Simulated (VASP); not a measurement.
Here is a VASP 6.6.1 calculation.

Contents of INCAR:

```
ALGO = Fast
EDIFF = 1E-6
EDIFFG = -0.01
ENCUT = 900
GGA = PE
IBRION = 2
ISIF = 3
ISMEAR = -1
LASPH = T
LCHARG = F
LREAL = F
LWAVE = F
NELM = 60
NSW = 40
PREC = Accurate
SIGMA = 0.05
```

Contents of KPOINTS:

```
k-points
0
Gamma
  5 5 6
```

Contents of POSCAR:

```
ZnHgO2
1.0
    4.0092200000      0.0000000000      0.0000000000
    0.0000000000      4.0092200000      0.0000000000
    0.0000000000      0.0000000000      3.3045900000
Zn Hg O
1 1 2
Direct
    0.0000000000      0.0000000000      0.0000000000
    0.5000000000      0.5000000000      0.5000000000
    0.5000000000      0.0000000000      0.0000000000
    0.0000000000      0.5000000000      0.0000000000
```

Potentials or basis: VASP PAW PBE potentials, release 64 (Zn, Hg, O).

Launch:

```bash
$ cat potpaw_PBE.64/Zn/POTCAR potpaw_PBE.64/Hg/POTCAR potpaw_PBE.64/O/POTCAR > POTCAR
$ mpirun -np 1 vasp_std > vasp.out
```

Problem. What does it give for the band gap on the k mesh?

Solution. None (metal or under the smearing width).

Problem. What does it give for the relaxed cell?

Solution. a = 4.022 Å, b = 4.022 Å, c = 3.310 Å, α = 90.00°, β = 90.00°, γ = 90.00°.

Final structure:
```
CELL_PARAMETERS angstrom
4.02220 0.00000 0.00000
0.00000 4.02220 0.00000
0.00000 0.00000 3.31001
ATOMIC_POSITIONS crystal
Zn 0.00000 0.00000 0.00000
Hg 0.50000 0.50000 0.50000
O 0.50000 0.00000 0.00000
O 0.00000 0.50000 0.00000
```

The run has no spin-orbit coupling, so splittings on Hg are missing.
